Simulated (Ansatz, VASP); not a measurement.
## GaAsCl2 (Cl-GaAs-Cl chair monolayer) in two plane-wave programs

Wanted: the spread between two codes on one cell, functional and k mesh. The cell is taken from a series of runs on this material, whose earlier steps may have relaxed, scaled, displaced or heated it; both programs get it as it stands.

Calculated with Ansatz 0.2.0; plane waves, with VASP 6.6.1 beside it; single point at PBE with D3(BJ) and single point at PBE, spin-orbit coupling.

## Step 1: The structure

The cell holds 4 atoms: 2 Cl, 1 As and 1 Ga. Its edges and angles: a = 4.117 Å, b = 4.117 Å, c = 23.080 Å, α = 90.0°, β = 90.0°, γ = 120.0°. Vacuum lies along c.

## Step 2: Ansatz: single point, PBE with D3(BJ)

Ansatz runs on its default PAW (the set named soft_2) files.

A single point gives forces, pressure and levels at one fixed geometry, so differences don't come from the geometry; what else differs is listed under the comparison.

The input, input.yaml:

```yaml
crystal:
  lattice:
    - [4.1167219837, 0.0, 0.0]
    - [-2.0583609918, 3.5651858182, 0.0]
    - [0.0, 0.0, 23.0802838481]
  atoms:
    - { symbol: Cl, position: [0.6666666667, 0.3333333333, 0.3899432112] }
    - { symbol: As, position: [0.6666666667, 0.3333333333, 0.4847529306] }
    - { symbol: Ga, position: [0.3333333333, 0.6666666667, 0.5166289364] }
    - { symbol: Cl, position: [0.3333333333, 0.6666666667, 0.6100567888] }
kpoints:
  mp_grid: { grid: [12, 12, 1] }
  band_path:
    path: [[0, 0, 0], [0.5, 0, 0], [0.33333333, 0.33333333, 0], [0, 0, 0]]
    npoints: 16
hamiltonian:
  xc: pbe
  dispersion: d3bj
scf:
  occupations: { method: fermi_dirac, width: 0.05 }
  convergence: { dr2_threshold: 1.0e-10 }
efield:
  axis: 3
  dipole_correction: true
  ramp_position: 0.97
  ramp_width: 0.06
  amplitude: 0
output:
  dos: { projected: true, e_range: [-6, 5] }
  bader: true
  write_potential: true
  write_density: true
  volumetric_format: npy
  elf: true
```

Command:

```sh
ansatz run input.yaml --threads 2 --pin off --max-ram 3072MiB --backend cpu --events-out ev --progress --plain --runs-dir out
```

Numbers of over 12 decimals in the logs are rounded to 6 here.

Output:

```text
Engine: ansatz 0.2.0, aarch64-unknown-linux-gnu
Pseudopotentials: kind: paw
Pseudopotential: Cl, paw, valence charge 7, recommended cutoff 420 eV (normal), Cl.paw.azcp
Pseudopotential: As, paw, valence charge 15, recommended cutoff 420 eV (normal), As.paw.azcp
Pseudopotential: Ga, paw, valence charge 13, recommended cutoff 420 eV (normal), Ga.paw.azcp
Functional definition: PBE
  parameter kappa = 0.804
  parameter beta = 0.066725
  exchange = pbe_x(kappa = kappa, mu = beta*pi^2/3)
  correlation = pbe_c(beta = beta)
Crystal: 4 atoms, lattice volume = 338.747 Å³
Basis set: ecut = 420 eV, 6533 PW (Γ)
Bands: 26, of which v1, the nominal top of the filled ones, is band 21 counted from 1 (20 counted from 0)
Symmetry: 6 space group operations
Space group: P3m1 (ITA 156), of the structure as read, at distance tolerance 7.0e-5 Å
k-points: 19 of 144 (time reversal used)
Non-local potential: Cl, projectors of the file, l = 0: 2, l = 1: 2, l = 2: 2
Non-local potential: As, projectors of the file, l = 0: 2, l = 1: 2, l = 2: 3, l = 3: 1
Non-local potential: Ga, projectors of the file, l = 0: 2, l = 1: 2, l = 2: 3, l = 3: 1
PAW form: soft (Blöchl's): semilocal exchange-correlation on the pseudo side does not see the compensation charge
PAW one-centre angular grid: Cl, 110 points (default); XC on 64 Gauss nodes
PAW one-centre angular grid: As, 590 points (default); XC on 64 Gauss nodes
PAW one-centre angular grid: Ga, 590 points (default); XC on 64 Gauss nodes
Initial density: superposition of atomic densities (neutral atoms: chi_scale 0, normalization atom), corrected by the library's trained network
Initial wavefunctions: pseudopotential atomic-orbital guess
Functional: x = pbe(κ = 0.804, μ = 0.219515), c = pbe(β = 0.066725)
SCF iter   1: F=—  HF=-10801.274194 eV  |F-HF|=—  |Δ(HF+E_count)|=         —  Δρ=1.16e-3  dr2=1.13e-2  ethr=1.77e-3  p=-0.096 e·Å  D=-5.12e-2 V/Å  ΔV_dip=1.18 eV  dr2_dipole=2.40e-3  V_vac-E_F(+/−)=6.63/5.44 eV  ⟨swp⟩=7.1  Hψ=2620  notcnv=0
efield: sawtooth ramp at fractional position 0.9700 (set: `efield.ramp_position`, or a place that a band, a saddle search or an elastic batch's reference lends), width 0.0600; the density the first Hamiltonian is built on has a dipole p = -0.096 e·Å; the dipole correction subtracts the counter field D = -5.12e-2 V/Å, which shifts the + side's vacuum level by +1.18 eV against the − side's; the planar-averaged density in the ramp window peaks in size at 1.2e-5 e/Å³
preconditioner: auto → Resta (q_TF=auto, 1.927 Å⁻¹)  ε∞=1.8  [insulator: Δε(μ)=0.930 eV  Ē_g=13.104 eV  σ=0.050 eV  W_gap=1.00  n_scr=44 (ndim 8)  ℏωp=11.4 eV  f_vac=0.660  D(μ)=0.00/eV (n_scr^D=0)  ε∞_Penn≈1.8  vacuum switching on, ρ_ref=1.2e-2 e/Å³]
SCF iter   2: F=—  HF=-10801.274384 eV  |F-HF|=—  |Δ(HF+E_count)|=   1.90e-4  Δρ=8.43e-4  dr2=7.90e-3  ethr=2.69e-5  p=-0.066 e·Å  D=-3.53e-2 V/Å  ΔV_dip=0.81 eV  dr2_dipole=1.87e-3  V_vac-E_F(+/−)=6.41/5.60 eV  ⟨swp⟩=3.3  Hψ=1033  notcnv=0  defer=17
SCF iter   3: F=—  HF=-10801.273163 eV  |F-HF|=—  |Δ(HF+E_count)|=   1.22e-3  Δρ=3.51e-4  dr2=6.23e-4  ethr=1.88e-5  p=-0.081 e·Å  D=-4.33e-2 V/Å  ΔV_dip=1.00 eV  dr2_dipole=7.84e-5  V_vac-E_F(+/−)=6.51/5.51 eV  ⟨swp⟩=2.1  Hψ=573  notcnv=0  defer=17
SCF iter   4: F=—  HF=-10801.273360 eV  |F-HF|=—  |Δ(HF+E_count)|=   1.97e-4  Δρ=1.32e-4  dr2=5.95e-5  ethr=1.48e-6  p=-0.077 e·Å  D=-4.13e-2 V/Å  ΔV_dip=0.95 eV  dr2_dipole=9.10e-7  V_vac-E_F(+/−)=6.48/5.53 eV  ⟨swp⟩=2.0  Hψ=661  notcnv=0  defer=17
SCF iter   5: F=—  HF=-10801.273435 eV  |F-HF|=—  |Δ(HF+E_count)|=   7.44e-5  Δρ=3.56e-5  dr2=5.02e-6  ethr=1.42e-7  p=-0.076 e·Å  D=-4.09e-2 V/Å  ΔV_dip=0.94 eV  dr2_dipole=4.36e-9  V_vac-E_F(+/−)=6.48/5.53 eV  ⟨swp⟩=2.0  Hψ=890  notcnv=0  defer=17
SCF iter   6: F=—  HF=-10801.273445 eV  |F-HF|=—  |Δ(HF+E_count)|=   1.08e-5  Δρ=1.22e-5  dr2=6.17e-7  ethr=1.19e-8  p=-0.076 e·Å  D=-4.08e-2 V/Å  ΔV_dip=0.94 eV  dr2_dipole=9.60e-9  V_vac-E_F(+/−)=6.48/5.54 eV  ⟨swp⟩=2.0  Hψ=648  notcnv=0  defer=17
SCF iter   7: F=—  HF=-10801.273467 eV  |F-HF|=—  |Δ(HF+E_count)|=   2.15e-5  Δρ=5.27e-6  dr2=2.34e-7  ethr=1.47e-9  p=-0.076 e·Å  D=-4.08e-2 V/Å  ΔV_dip=0.94 eV  dr2_dipole=3.71e-10  V_vac-E_F(+/−)=6.48/5.54 eV  ⟨swp⟩=2.0  Hψ=672  notcnv=0  defer=17
SCF iter   8: F=—  HF=-10801.273467 eV  |F-HF|=—  |Δ(HF+E_count)|=   6.93e-8  Δρ=1.47e-6  dr2=6.25e-9  ethr=5.57e-10  p=-0.076 e·Å  D=-4.08e-2 V/Å  ΔV_dip=0.94 eV  dr2_dipole=1.67e-10  V_vac-E_F(+/−)=6.48/5.54 eV  ⟨swp⟩=2.0  Hψ=622  notcnv=0  defer=17
SCF iter   9: F=—  HF=-10801.273467 eV  |F-HF|=—  |Δ(HF+E_count)|=   2.44e-8  Δρ=3.93e-7  dr2=7.80e-10  ethr=1.49e-11  p=-0.076 e·Å  D=-4.08e-2 V/Å  ΔV_dip=0.94 eV  dr2_dipole=7.13e-12  V_vac-E_F(+/−)=6.48/5.54 eV  ⟨swp⟩=2.5  Hψ=821  notcnv=0  defer=17
SCF iter  10: F=-10801.273467 eV  HF=-10801.273467 eV  |F-HF|=5.46e-11  |Δ(HF+E_count)|=  1.00e-10  Δρ=1.11e-7  dr2=3.36e-11  ethr=1.00e-12  p=-0.076 e·Å  D=-4.08e-2 V/Å  ΔV_dip=0.94 eV  dr2_dipole=2.85e-13  V_vac-E_F(+/−)=6.48/5.54 eV  ⟨swp⟩=9.8  Hψ=1767  notcnv=0
SCF 1 converged in 10 iterations: F = -10801.273467 eV  dr2 = 3.36e-11
  greatest PAW one-centre occupation: 0.999 electrons in one spin orbital (limit 2), on the As atom at site 1 (counted from 0), in its partial waves of l = 2
NSCF: frozen V_eff on 49 k-points
efield: sawtooth ramp at fractional position 0.9700 (kept from the solve that this one continues, or follows in the run), width 0.0600; the density the first Hamiltonian is built on has a dipole p = -0.076 e·Å; the dipole correction subtracts the counter field D = -4.08e-2 V/Å, which shifts the + side's vacuum level by +0.94 eV against the − side's; the planar-averaged density in the ramp window peaks in size at 3.2e-6 e/Å³
WARN: The output density's exchange-correlation potential varies sharply where the density is thin. Do not read a vacuum level from v_tot or v_xc, or from such a field of the output density. On a cell that repeats whose density bears no net charge and no dipole along the vacuum's axis use v_es (v_loc + v_h of the components); under efield.dipole_correction with no amplitude use v_es + v_field, which holds any externa [...]
SCF converged after 10 iterations
Free energy (F): -10801.273467 eV
Harris-Foulkes:  -10801.273467 eV  (|F-HF|=5.46e-11)
Internal energy: -10801.273465 eV  (E = F + TS)
E sigma→0 (E₀):  -10801.273466 eV
Entropy (-TS):   -0.000002 eV (-0.001 meV/atom)
Fermi energy:    -2.810081 eV
Dipole field:    D = -0.040804 V/Å  (p = -0.076387 e·Å, saw-weighted, corrected)
Work function:   Φ+ = 6.4785 eV   Φ− = 5.5367 eV
Levels:          The Fermi level and band energies are counted from a zero that moves with the ramp; work functions are not
--- Per-component energies (eV) ---
  E_band       = -764.412473
  E_kinetic    = 538.390009
  E_local      = -29656.144352  (includes V_loc(G=0)·N_el)
  E_nonlocal   = -187.320274
  E_hartree    = 14547.063697
  E_xc         = -360.522390
  E_vxc        = -378.489981  (∫ρ·V_xc dr)
  E_paw        = -5143.756402  (= ΣΔE_a)
  E_vpaw       = -174.966492  (= ΣTr[D̂ρ^β])
  E_aug_tail   = 0.000067  (compensation charges beyond the density's cutoff)
  E_efield     = 0.001558  (sawtooth field / dipole correction)
  E_vefield    = -0.008683  (∫n·V_field dr)
  E_ewald      = 9461.662209
  E_disp       = -0.647587  (pairwise vdW)
  E_smearing   = -0.000002  (= −TS)
  E_closure    = 0.000000  (closes the sum)
  Σ components = -10801.273467   (vs F -10801.273467, Δ=0.00e0)
--- Band table (eV; the first three rows and the last of 19) ---
  k-point 0: bands = [... 17 lower, -4.7414, -4.7414, -3.3122, -3.3122, -2.3710, -1.2448, 1.3469, 1.3469, ... 1 higher]
  k-point 1: bands = [... 17 lower, -4.8390, -4.7670, -3.8420, -3.3848, -1.7227, -1.1906, 1.2452, 1.5681, ... 1 higher]
  k-point 2: bands = [... 17 lower, -5.0708, -4.8357, -4.4181, -3.5539, -1.0707, -0.9822, 1.3150, 2.1563, ... 1 higher]
  k-point 18: bands = [... 17 lower, -5.7019, -5.3168, -5.1681, -4.6774, -0.3931, 1.3888, 2.6266, 2.7692, ... 1 higher]
--- Bader charges: 4 sites ---
  site symbol  charge [e]  shift [e]
     0     Cl     -0.4170     0.0022
     1     As      0.0001     0.0020
     2     Ga      0.9292     0.0026
     3     Cl     -0.5123     0.0025
  estimated error of the sums over rays = 2.7e-4 e
```

## Step 3: VASP: single point, PBE with D3(BJ)

The same cell, functional, mesh and smearing now go to VASP, with its own data sets.

Lines of VASP's logs that name or quote its potential files are left out, and so is its time.

The input, INCAR:

```
SYSTEM = GaAsCl2
PREC = Accurate
ENCUT = 400
EDIFF = 1E-06
NELM = 120
ISMEAR = -1
SIGMA = 0.05
LREAL = .FALSE.
ALGO = Normal
GGA = PE
IVDW = 12
NBANDS = 22
LORBIT = 11
LWAVE = .FALSE.
LCHARG = .FALSE.
ISIF = 2
LDIPOL = .TRUE.
IDIPOL = 3
DIPOL = 0.5 0.5 0.5
LVHAR = .TRUE.
LASPH = .TRUE.
GGA_COMPAT = .FALSE.
EFERMI = MIDGAP
NELMDL = -8
KPAR = 2
```

The input, POSCAR:

```
GaAsCl2
1.0
    4.1167219837      0.0000000000      0.0000000000
   -2.0583609918      3.5651858182      0.0000000000
    0.0000000000      0.0000000000     23.0802838481
Cl As Ga
2 1 1
Direct
    0.6666666667      0.3333333333      0.3899432112
    0.3333333334      0.6666666666      0.6100567888
    0.6666666667      0.3333333333      0.4847529306
    0.3333333334      0.6666666666      0.5166289364
```

The input, KPOINTS:

```
Automatic mesh
0
Gamma
12 12 1
0 0 0
```

Potentials, in the order of the species: Cl, As and Ga_d (PBE family, release 64).

Command:

```sh
mpirun -np 2 vasp_std
```

Output:

```text
[banner, memory and clock lines left out]
running    2 mpi-ranks, on    1 nodes
 distrk:  each k-point on    1 cores,    2 groups
 distr:  one band on    1 cores,    1 groups

 POSCAR found type information on POSCAR ClAsGa
 POSCAR found :  3 types and       4 ions
 LDA part: xc-table for (Slater+PW92), standard interpolation
 POSCAR, INCAR and KPOINTS ok, starting setup
 FFT: planning ... GRIDC
 FFT: planning ... GRID_SOFT
 FFT: planning ... GRID
 WAVECAR not read
 entering main loop
       N       E                     dE             d eps       ncg     rms          rms(c)
DAV:   1     0.223036368682E+03    0.22304E+03   -0.11022E+04   948   0.964E+02
DAV:   2     0.187031244464E+02   -0.20433E+03   -0.19672E+03  1224   0.225E+02
DAV:   3    -0.129456962993E+02   -0.31649E+02   -0.31307E+02  1026   0.931E+01
DAV:   4    -0.141260374479E+02   -0.11803E+01   -0.11764E+01  1098   0.221E+01
DAV:   5    -0.141612038277E+02   -0.35166E-01   -0.35138E-01  1072   0.357E+00
DAV:   6    -0.141636105479E+02   -0.24067E-02   -0.24066E-02  1314   0.951E-01
DAV:   7    -0.141636286265E+02   -0.18079E-04   -0.18078E-04  1090   0.850E-02
DAV:   8    -0.141636292569E+02   -0.63036E-06   -0.63029E-06  1060   0.169E-02    0.754E+00
DAV:   9    -0.137578905083E+02    0.40574E+00   -0.52603E-01  1318   0.120E+01    0.520E+00
DAV:  10    -0.137276923186E+02    0.30198E-01   -0.55947E-01  1218   0.911E+00    0.106E+00
DAV:  11    -0.137136920332E+02    0.14000E-01   -0.13165E-01  1144   0.504E+00    0.577E-01
DAV:  12    -0.137154213916E+02   -0.17294E-02   -0.25093E-02  1056   0.829E-01    0.186E-01
DAV:  13    -0.137153722542E+02    0.49137E-04   -0.11369E-03  1210   0.634E-01    0.120E-01
DAV:  14    -0.137158235895E+02   -0.45134E-03   -0.93537E-04  1004   0.195E-01    0.541E-02
[...]
DAV:  19    -0.137161659499E+02   -0.56300E-04   -0.45104E-06   868   0.126E-02    0.433E-03
DAV:  20    -0.137161996655E+02   -0.33716E-04   -0.14508E-06   884   0.115E-02    0.302E-03
DAV:  21    -0.137162175021E+02   -0.17837E-04   -0.55447E-07   764   0.681E-03    0.819E-04
DAV:  22    -0.137162291943E+02   -0.11692E-04   -0.58333E-07   740   0.348E-03    0.103E-03
DAV:  23    -0.137162322726E+02   -0.30783E-05   -0.10688E-07   706   0.199E-03    0.710E-04
DAV:  24    -0.137162337827E+02   -0.15101E-05   -0.46365E-08   682   0.142E-03    0.302E-04
DAV:  25    -0.137162356173E+02   -0.18346E-05   -0.50866E-08   610   0.115E-03    0.313E-04
DAV:  26    -0.137162360750E+02   -0.45769E-06   -0.19954E-08   682   0.815E-04
   1 F= -.14363764E+02 E0= -.14363763E+02  d E =-.219886E-05
```

Parts of OUTCAR (step 3):

```text
ion  position               nearest neighbor table
   1  0.667  0.333  0.390-   3 2.19
   2  0.333  0.667  0.610-   4 2.16
   3  0.667  0.333  0.485-   1 2.19   4 2.49   4 2.49   4 2.49
   4  0.333  0.667  0.517-   2 2.16   3 2.49   3 2.49   3 2.49

  LATTYP: Found a hexagonal cell.
 ALAT       =     4.1167219837
 C/A-ratio  =     5.6064713477

 Subroutine GETGRP returns: Found  6 space group operations
 (whereof  6 operations were pure point group operations)

The static configuration has the point symmetry C_3v.

 Found     19 irreducible k-points:

   k-points           NKPTS =     19   k-points in BZ     NKDIM =     19   number of bands    NBANDS=     22

   dimension x,y,z NGX =    28 NGY =   28 NGZ =  160
   dimension x,y,z NGXF=    56 NGYF=   56 NGZF=  320

   ENCUT  =  400.0 eV  29.40 Ry    5.42 a.u.   6.71  6.71 37.64*2*pi/ulx,y,z

   NELECT =      32.0000    total number of electrons

 k-points in reciprocal lattice and weights: Automatic mesh
   0.00000000  0.00000000  0.00000000       0.007
   0.08333333 -0.00000000  0.00000000       0.042
   0.16666667  0.00000000  0.00000000       0.042
   0.25000000 -0.00000000  0.00000000       0.042
   0.33333333 -0.00000000  0.00000000       0.042
   0.41666667 -0.00000000  0.00000000       0.042
   0.50000000 -0.00000000  0.00000000       0.021
   0.08333333  0.08333333  0.00000000       0.042
   0.16666667  0.08333333  0.00000000       0.083
[...]
0.33333333  0.25000000  0.00000000       0.083
   0.33333333  0.33333333  0.00000000       0.014

 dipolmoment           0.000000      0.000000      0.077083 electrons x Angstroem

 average (electrostatic) potential at core
       1 -99.4719       2 -98.5272       3 -58.8024       4 -74.0365

 E-fermi :  -3.5409

 k-point     1 :       0.0000    0.0000    0.0000
  band No.  band energies     occupation
    ...
     12      -6.5772      2.00000
     13      -5.4802      2.00000
     14      -5.4802      2.00000
     15      -4.0451      1.99992
     16      -4.0451      1.99992
     17      -3.0994      0.00029
     18      -1.9679      0.00000
     19       0.6103      0.00000
     20       0.6103      0.00000
     21       1.5296      0.00000
    ...

 k-point     2 :       0.0833   -0.0000    0.0000
  band No.  band energies     occupation
    ...
     12      -6.6097      2.00000
     13      -5.5783      2.00000
     14      -5.5059      2.00000
     15      -4.5766      2.00000
     16      -4.1182      1.99998
     17      -2.4512      0.00000
     18      -1.9137      0.00000
     19       0.5094      0.00000
     20       0.8318      0.00000
     21       1.6263      0.00000
    ...

 k-point     3 :       0.1667    0.0000    0.0000
  band No.  band energies     occupation
    ...
     12      -6.6993      2.00000
     13      -5.8118      2.00000
     14      -5.5749      2.00000
     15      -5.1554      2.00000
     16      -4.2884      2.00000
     17      -1.7954      0.00000
     18      -1.7102      0.00000
     19       0.5819      0.00000
     20       1.4210      0.00000
     21       1.8620      0.00000
    ...

 Edisp (eV)   -0.64753

  Total      -0.04478    -0.04478    -0.11197    -0.00000     0.00000    -0.00000
  in kB      -0.21182    -0.21182    -0.52959    -0.00000     0.00000    -0.00000
  external pressure =       -0.32 kB  Pullay stress =        0.00 kB

  energy-cutoff  :      400.00
  volume of cell :      338.75
      direct lattice vectors                 reciprocal lattice vectors
     4.116721984  0.000000000  0.000000000     0.242911716  0.140245144  0.000000000
    -2.058360992  3.565185818  0.000000000     0.000000000  0.280490289  0.000000000
     0.000000000  0.000000000 23.080283848     0.000000000  0.000000000  0.043327023

 POSITION                                       TOTAL-FORCE (eV/Angst)
 -----------------------------------------------------------------------------------
      2.05836      1.18840      9.00000         0.000000      0.000000     -0.012534
      0.00000      2.37679     14.08028         0.000000     -0.000000     -0.025962
      2.05836      1.18840     11.18824         0.000000      0.000000      0.005762
      0.00000      2.37679     11.92394        -0.000000     -0.000000      0.032733
 -----------------------------------------------------------------------------------
    total drift:                               -0.000005      0.000002     -0.002989

  FREE ENERGIE OF THE ION-ELECTRON SYSTEM (eV)
  ---------------------------------------------------
  free  energy   TOTEN  =       -14.3637644002 eV

  energy  without entropy=      -14.3637622013  energy(sigma->0) =      -14.36376330

 vacuum level on the upper side and lower side of the slab         2.924         1.974

 total charge
# of ion       s       p       d       tot
------------------------------------------
    1        1.610   3.469   0.000   5.079
    2        1.606   3.494   0.000   5.100
    3        1.232   1.470   0.057   2.759
    4        0.868   0.777  10.026  11.671
--------------------------------------------------
tot          5.316   9.210  10.083  24.608

[... 3 further parts left out ...]
```

## Step 4: Differences

Known differences besides the potentials themselves: the data sets hold 42 valence electrons in Ansatz (on its default PAW (the set named soft_2) files) and 32 in VASP; the cutoff is 420 eV in Ansatz and 400 eV in VASP. Total energies have different zeros and are not compared.

Compared:

| quantity | Ansatz | VASP | difference |
| --- | --- | --- | --- |
| gap on the k mesh (eV) | 0.941 | 0.946 | -0.005 |

A gap on the mesh is an upper bound, since the band edges may lie between its points. With vacuum in the cell, a pressure given here is an average over mostly empty space and none of the material.

(Continued in part 2 of 2.)

[Lines on the potential files, build, host, timing and source positions are cut from VASP's logs without a mark.]

[Logs are printed without paths, hosts, clocks, repeated set-up lines and the standing remarks that a program may print on its own settings, such as how far it seeks lower states.]

[Hosts, paths, dates, database ids (printed as entryN), source tags and the programs' standing remarks are cut or masked in the printed files.]
